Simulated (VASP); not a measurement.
**Y3Ti: cell size against the level of theory**

Wanted: equilibrium cells of Y3Ti at many levels, with their cost. The levels: PBE, LDA, PBEsol, r2SCAN, PBE + D3(BJ), BLYP + D4 and TPSS + D4. The cell is invented: it takes the structure of a Materials Project entry for Tb3Zr (space group 139 there), with all of its atoms replaced by other elements, volume scaled by an estimate. It may not be a known or stable phase.

Method: PBE; plane waves and PAW (Y_sv, Ti_sv), in the first sound run; inputs show where later runs differ, in VASP 6.6.1.

This is a report of a sequence of runs, with most program output left out.

## (1) The starting structure

Before any relaxation, the start is as follows. The structure is tetragonal, space group I4/mmm (No. 139). Conventional cell: a = 4.848 Å, b = 4.848 Å, c = 9.651 Å, α = 90.00°, β = 90.00°, γ = 90.00°. Nearest to Y lie 8 Y at 3.42 to 3.43 Å and 4 Ti at 3.42 Å. Y has 8 Y at 3.42 Å and 4 Ti at 3.43 Å nearest. Nearest to Ti lie 12 Y at 3.42 to 3.43 Å. It derives from Tb3Zr. it takes the structure of a Materials Project entry for Tb3Zr (space group 139 there), with all of its atoms replaced by other elements, volume scaled by an estimate. Farther neighbours are not listed.

As a file:

```xyz
4
Lattice="-2.4239 2.4239 4.8257 2.4239 -2.4239 4.8257 2.4239 2.4239 -4.8257" Properties=species:S:1:pos:R:3 pbc="T T T"
Y     0.0000    2.4239    2.4129
Y     2.4239    0.0000    2.4129
Y     0.0000    0.0000    4.8257
Ti    0.0000    0.0000    0.0000
```

## (2) Relaxation with PBE

Properties are meant for the cell that this level of theory prefers, so cell and atoms are relaxed first (ISIF = 3) until forces and stress are small; EDIFFG sets the threshold. PBE, the usual starting point, adds the gradient of the density.

The input, INCAR:

```
SYSTEM = Y3Ti
PREC = Accurate
ENCUT = 520
EDIFF = 1E-06
NELM = 100
ISMEAR = -1
SIGMA = 0.05
LREAL = .FALSE.
ALGO = Normal
GGA = PE
LORBIT = 11
LWAVE = .FALSE.
LCHARG = .FALSE.
KPAR = 2
IBRION = 2
NSW = 60
ISIF = 3
EDIFFG = -0.01
```

The input, POSCAR:

```
Y3Ti
1.0
   -2.4239180000      2.4239180000      4.8257120000
    2.4239180000     -2.4239180000      4.8257120000
    2.4239180000      2.4239180000     -4.8257120000
Y Ti
3 1
Direct
    0.7500000000      0.2500000000      0.5000000000
    0.2500000000      0.7500000000      0.5000000000
    0.5000000000      0.5000000000      0.0000000000
    0.0000000000      0.0000000000      0.0000000000
```

The input, KPOINTS:

```
Automatic mesh
0
Gamma
7 7 7
0 0 0
```

PAW data sets: Y_sv and Ti_sv (PBE family, release 64).

Started as:

```bash
> mpirun -np 2 vasp_std
```

Elapsed: 7.5 min, on 2 MPI ranks of AMD EPYC 7R43, shared host; peak memory 0.8 GiB; 15 min of CPU time.

This run has no spin polarisation. Its electron count is odd, so without a moment it is a metal by construction. The k-mesh is coarse for a metal. The run keeps the 16 symmetry operations of its start, so it cannot find a distortion of lower symmetry.

Relaxation path:

```csv
step,energy less that of the first step (eV),largest force (eV/Å),pressure (GPa),volume (Å³)
1,0.0000,0.0000,-0.63,113.41
2,-0.0045,0.0000,-0.01,111.58
3,-0.0045,0.0000,-0.02,111.55
4,-0.0045,0.0000,0.00,111.55
5,-0.0046,0.0000,-0.01,111.55
```

```csv
"conventional cell, symmetrised",before,after,change
a (Å),4.848,4.828,-0.4 %
b (Å),4.848,4.828,-0.4 %
c (Å),9.651,9.569,-0.8 %
volume (Å³/atom),28.35,27.89,-1.6 %
```

The relaxed structure:

```cif
data_structure
_symmetry_space_group_name_H-M 'P 1'
_symmetry_Int_Tables_number 1
_cell_length_a 5.8780
_cell_length_b 5.8780
_cell_length_c 5.8780
_cell_angle_alpha 131.500
_cell_angle_beta 131.500
_cell_angle_gamma 71.020
_cell_volume 111.55
loop_
_atom_site_label
_atom_site_type_symbol
_atom_site_fract_x
_atom_site_fract_y
_atom_site_fract_z
_atom_site_occupancy
Y1 Y 0.75000 0.25000 0.50000 1
Y2 Y 0.25000 0.75000 0.50000 1
Y3 Y 0.50000 0.50000 0.00000 1
Ti4 Ti 0.00000 0.00000 0.00000 1
```

Numbers from this step:

| Quantity | Value |
| --- | --- |
| electrons | 45 |
| bands | 27 |
| irreducible k-points | 40 |
| symmetry operations | 16 |
| free energy (TOTEN) | -26.28 eV |
| energy at zero smearing | -26.26 eV |
| Fermi energy | 3.985 eV |
| pressure | -0.01378 GPa |
| metallic | yes |
| SCF cycles over all ionic steps | 49 |

It ends with forces that vanish by symmetry and a pressure of -0.01 GPa. The conventional cell has a = 4.828 and c = 9.569 Å.

## (3) Relaxation with LDA

This step: LDA; plane waves and PAW (Y_sv, Ti_sv); invented cell (VASP 6.6.1).

LDA, the lowest rung, knows the local density alone.

INCAR, as its differences from that of step 2:

```diff
@@ -9,3 +9,3 @@
 ALGO = Normal
-GGA = PE
+GGA = CA
 LORBIT = 11
```

POSCAR is that of step 2.

KPOINTS is that of step 2.

Started as:

```bash
> mpirun -np 2 vasp_std
```

The job ended after 12 min (2 MPI ranks; peak memory 0.71 GiB; 25 min of CPU time).

The PAW data sets were made with PBE, though LDA sets exist; this is a small mismatch. After so large a change of volume the plane waves of the start cell no longer fit, so the final stress carries a basis-set error.

Relaxation path:

```csv
step,energy less that of the first step (eV),largest force (eV/Å),pressure (GPa),volume (Å³)
1,0.0000,0.0000,-5.10,113.41
2,-0.2000,0.0000,1.17,99.24
3,-0.2077,0.0000,0.03,101.31
4,-0.2077,0.0000,-0.09,101.54
5,-0.2078,0.0000,-0.10,101.53
6,-0.2080,0.0000,-0.09,101.51
7,-0.2080,0.0000,0.09,101.17
8,-0.2081,0.0000,0.00,101.35
```

```csv
"conventional cell, symmetrised",before,after,change
a (Å),4.848,4.682,-3.4 %
b (Å),4.848,4.682,-3.4 %
c (Å),9.651,9.248,-4.2 %
volume (Å³/atom),28.35,25.34,-10.6 %
```

Final coordinates:

```
Y Ti
1.0
    -2.34084    2.34084    4.62407
     2.34084   -2.34084    4.62407
     2.34084    2.34084   -4.62407
Y Ti
3 1
Cartesian
  0.0000 2.3408 2.3120
  2.3408 0.0000 2.3120
  0.0000 0.0000 4.6241
  0.0000 0.0000 0.0000
```

This step gave:

```
free energy (TOTEN)             : -28.75 eV
energy at zero smearing         : -28.73 eV
Fermi energy                    : 4.294 eV
pressure                        : -4.59e-5 GPa
SCF cycles over all ionic steps : 91
```

It ends at 25.34 Å³/atom, -10.6 % from the start, with 0.00 GPa left. The conventional cell has a = 4.682 and c = 9.248 Å.

## (4) Relaxation with PBEsol

This step: PBEsol; plane waves and PAW (Y_sv, Ti_sv); invented cell (VASP 6.6.1).

PBEsol restores the gradient expansion of exchange and is tuned for the cells of solids.

INCAR, as its differences from that of step 3:

```diff
@@ -9,3 +9,3 @@
 ALGO = Normal
-GGA = CA
+GGA = PS
 LORBIT = 11
```

POSCAR is that of step 3.

KPOINTS is that of step 3.

Started as:

```bash
> mpirun -np 2 vasp_std
```

The job ended after 9.1 min (2 MPI ranks; peak memory 0.8 GiB; 18 min of CPU time).

The PAW data sets were made with PBE, which is usual practice but a small mismatch for other functionals.

The steps of the relaxation:

```csv
step,energy less that of the first step (eV),largest force (eV/Å),pressure (GPa),volume (Å³)
1,0.0000,0.0000,-3.07,113.41
2,-0.0734,0.0000,0.58,104.73
3,-0.0755,0.0000,0.02,105.90
4,-0.0755,0.0000,-0.05,106.05
5,-0.0756,0.0000,-0.06,106.05
6,-0.0757,0.0000,-0.06,106.03
```

```csv
"conventional cell, symmetrised",before,after,change
a (Å),4.848,4.750,-2.0 %
b (Å),4.848,4.750,-2.0 %
c (Å),9.651,9.397,-2.6 %
volume (Å³/atom),28.35,26.51,-6.5 %
```

Final coordinates:

```
Y Ti
1.0
    -2.37525    2.37525    4.69852
     2.37525   -2.37525    4.69852
     2.37525    2.37525   -4.69852
Y Ti
3 1
Cartesian
  0.0000 2.3752 2.3493
  2.3752 0.0000 2.3493
  0.0000 0.0000 4.6985
  0.0000 0.0000 0.0000
```

It ends at 26.51 Å³/atom, -6.5 % from the start, with -0.06 GPa left. The conventional cell has a = 4.750 and c = 9.397 Å.

## (5) Relaxation with r2SCAN

This step: r2SCAN; plane waves and PAW (Y_sv, Ti_sv); invented cell (VASP 6.6.1).

r2SCAN adds the kinetic-energy density, costs more than a GGA and is run with LASPH.

INCAR, as its differences from that of step 4:

```diff
@@ -9,3 +9,4 @@
 ALGO = Normal
-GGA = PS
+METAGGA = R2SCAN
+LASPH = .TRUE.
 LORBIT = 11
```

POSCAR is that of step 4.

KPOINTS is that of step 4.

Started as:

```bash
> mpirun -np 2 vasp_std
```

Wall time 16 min (2 MPI ranks); peak memory 0.83 GiB.

The run was stopped at its time limit, by a STOPCAR file.

By then 1 ionic step had been finished.

More ranks or a longer limit would be the way on, or going on from the last geometry.

## (6) Relaxation with PBE + D3(BJ)

This step: PBE with D3(BJ); plane waves and PAW (Y_sv, Ti_sv); invented cell (VASP 6.6.1).

A dispersion term adds the long-range attraction that semilocal functionals lack. D3 with Becke-Johnson damping keeps a finite attraction at short range.

INCAR, as its differences from that of step 5:

```diff
@@ -9,4 +9,4 @@
 ALGO = Normal
-METAGGA = R2SCAN
-LASPH = .TRUE.
+GGA = PE
+IVDW = 12
 LORBIT = 11
```

POSCAR is that of step 5.

KPOINTS is that of step 5.

Started as:

```bash
> mpirun -np 2 vasp_std
```

Elapsed: 8.8 min, on 2 MPI ranks; peak memory 0.83 GiB; 18 min of CPU time.

Dispersion corrections of this kind ignore metallic screening and tend to overbind metals.

It ends at 26.54 Å³/atom, -6.4 % from the start, with -0.04 GPa left. The conventional cell has a = 4.753 and c = 9.398 Å. Against plain PBE, the dispersion term moves a by -1.6 % and c by -1.8 %.

## (7) Relaxation with BLYP + D4

This step: BLYP with D4; plane waves and PAW (Y_sv, Ti_sv); invented cell (VASP 6.6.1).

BLYP comes from molecular chemistry and underbinds dense solids. D4 lets the coefficients depend on atomic charges too.

INCAR, as its differences from that of step 6:

```diff
@@ -9,4 +9,12 @@
 ALGO = Normal
-GGA = PE
-IVDW = 12
+GGA = B5
+ALDAX = 1
+AGGAX = 1
+AGGAC = 1
+ALDAC = 0
+IVDW = 13
+VDW_S6 = 1
+VDW_S8 = 2.34076671
+VDW_A1 = 0.44488865
+VDW_A2 = 4.0933009
 LORBIT = 11
```

POSCAR is that of step 6.

KPOINTS is that of step 6.

Started as:

```bash
> mpirun -np 2 vasp_std
```

Run time: 14 min. Hardware: 2 MPI ranks; peak memory 0.79 GiB; 28 min of CPU time.

It ends at 27.33 Å³/atom, -3.6 % from the start, with 0.02 GPa left. The conventional cell has a = 4.797 and c = 9.498 Å.

## (8) Relaxation with TPSS + D4

This step: TPSS with D4; plane waves and PAW (Y_sv, Ti_sv); invented cell (VASP 6.6.1).

TPSS is an older meta-GGA.

The input, INCAR:

```
SYSTEM = Y3Ti
PREC = Accurate
ENCUT = 520
EDIFF = 1E-06
NELM = 100
ISMEAR = -1
SIGMA = 0.05
LREAL = .FALSE.
ALGO = Normal
METAGGA = TPSS
IVDW = 13
LASPH = .TRUE.
LORBIT = 11
LWAVE = .FALSE.
LCHARG = .FALSE.
KPAR = 2
IBRION = 2
NSW = 60
ISIF = 3
EDIFFG = -0.01
```

POSCAR is that of step 7.

KPOINTS is that of step 7.

Started as:

```bash
> mpirun -np 2 vasp_std
```

Elapsed: 16 min, on 2 MPI ranks.

The run was stopped at its time limit, by a STOPCAR file.

More ranks or a longer limit would be the way on.

## (9) The cells as a table

This step: relaxed cells at several levels; plane waves and PAW; invented cell (VASP 6.6.1).

Derived from the runs above.

Lengths are those of the conventional cell; cost is the wall time of each run, as given at its step, times its ranks, without the set-up around it. Results by level, by row:

```csv
level,volume (Å³/atom),change from the start (%),a (Å),c (Å),cost (core minutes)
PBE,27.89,-1.6,4.828,9.569,15
LDA,25.34,-10.6,4.682,9.248,24.8
PBEsol,26.51,-6.5,4.75,9.397,18.1
PBE + D3(BJ),26.54,-6.4,4.753,9.398,17.6
BLYP + D4,27.33,-3.6,4.797,9.498,28.1
```

## (10) Results

```
volume, PBE          : 27.89 Å³/atom
volume, LDA          : 25.34 Å³/atom
volume, PBEsol       : 26.51 Å³/atom
volume, PBE + D3(BJ) : 26.54 Å³/atom
volume, BLYP + D4    : 27.33 Å³/atom
```

**Reading.** For Y3Ti the levels give volumes between 25.34 Å³/atom (LDA) and 27.89 Å³/atom (PBE), a spread of 10.1 %, while the cost of the finished runs spans a factor of 1.9. The costs hold the number of ionic steps as well as the price of the functional. Adding D3(BJ) to PBE changes the volume by -4.8 % (a by -1.6 % and c by -1.8 %). Pairwise corrections of the D and TS kind ignore the screening in a metal, so they may overbind here. Within 0.02 Å all end in space group I4/mmm; the runs can't lower the symmetry of the start. The k-sampling is coarse for a metal, so the Fermi level, pressures and the shape of the cell carry errors. Not obtained: r2SCAN, because the run hit its time limit. Not obtained: TPSS + D4, because the run hit its time limit. Each is a single relaxation on the plane waves of the start cell, so larger changes of volume carry a basis-set error that was not tested here. Zero-point and thermal expansion are not included. Nothing here tests the cell against competing phases.

[Lines on the potential files, build, host, timing and source positions are cut from VASP's logs without a mark.]

[Logs are printed without paths, hosts, clocks, repeated set-up lines and the standing remarks that a program may print on its own settings, such as how far it seeks lower states.]

[Hosts, paths, dates, database ids (printed as entryN), source tags and the programs' standing remarks are cut or masked in the printed files.]

[A measured line is paired with the nearest computed mode of its activity, which favours agreement.]
